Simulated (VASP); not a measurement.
The system is W2C3.

```
W C
1.0
     2.80090   -0.00102    0.01478
    -1.40133    2.35698    0.00242
     0.07585    0.05813   14.25481
W C
4 6
Direct
  0.36027 0.68592 0.14794
  0.65130 0.30244 0.64822
  0.32585 0.63181 0.35133
  0.65775 0.31984 0.84888
  0.03583 0.00737 0.25194
  0.96570 0.99207 0.75462
  0.30838 0.68415 0.98690
  0.65755 0.30330 0.48596
  0.37142 0.69011 0.51070
  0.66345 0.32196 0.01061
```

The cell was built by a generator and needn't be a form met in nature.

| Property | Result |
| --- | --- |
| Program | VASP 6.6.1 |
| Task | relaxation of cell and atoms |
| Functional | PBE |
| Potentials or basis | VASP PAW PBE potentials, release 64 (W_sv, C) |
| Cutoff | 520 eV |
| k mesh | 9 × 9 × 2 |
| Occupations | gaussian, width 0.15 eV |
| Spin | no spin polarisation |

At the start: pressure 9.9 GPa; volume 9.41 Å³/atom.

Where does the relaxation end?

Over 20 steps the energy falls by 68.1 meV/atom and the volume is 9.64 Å³/atom (+2.5 %); space group C2/c (No. 15, to 0.05 Å).

The path:
```tsv
step	energy change (eV)	largest force (eV/Å)	pressure (GPa)	volume (Å³)
1	0.0000	3.0962	9.90	94.08
2	0.0738	1.6080	-20.35	102.17
3	-0.5281	0.7674	-6.88	97.63
4	-0.5367	0.8553	8.99	93.78
5	-0.6235	0.4278	0.88	95.61
6	-0.6543	0.2627	0.39	95.79
7	-0.6580	0.3805	0.26	95.88
8	-0.6687	0.1563	-0.29	96.15
9	-0.6691	0.1700	-0.30	96.21
10	-0.6740	0.1175	0.57	96.06
11	-0.6743	0.1251	0.92	96.01
12	-0.6774	0.1056	-0.04	96.33
13	-0.6777	0.1052	-0.49	96.47
14	-0.6795	0.0595	-0.06	96.43
15	-0.6796	0.0696	0.06	96.42
16	-0.6800	0.0396	0.04	96.45
17	-0.6801	0.0576	-0.04	96.49
18	-0.6804	0.0459	-0.11	96.49
19	-0.6805	0.0418	-0.13	96.50
20	-0.6808	0.0259	0.07	96.42
```

Final structure:
```cif
data_structure
_symmetry_space_group_name_H-M 'P 1'
_symmetry_Int_Tables_number 1
_cell_length_a 2.7649
_cell_length_b 2.7611
_cell_length_c 14.5739
_cell_angle_alpha 89.762
_cell_angle_beta 90.120
_cell_angle_gamma 119.929
_cell_volume 96.42
loop_
_atom_site_label
_atom_site_type_symbol
_atom_site_fract_x
_atom_site_fract_y
_atom_site_fract_z
_atom_site_occupancy
W1 W 0.34965 0.67040 0.15051 1
W2 W 0.65054 0.32305 0.65033 1
W3 W 0.35064 0.66504 0.34915 1
W4 W 0.64906 0.31788 0.84898 1
C1 C 0.01520 0.00027 0.24982 1
C2 C 0.98431 0.98710 0.74969 1
C3 C 0.33024 0.66141 0.98841 1
C4 C 0.66870 0.32645 0.48820 1
C5 C 0.33522 0.65940 0.51106 1
C6 C 0.66396 0.32796 0.01095 1
```
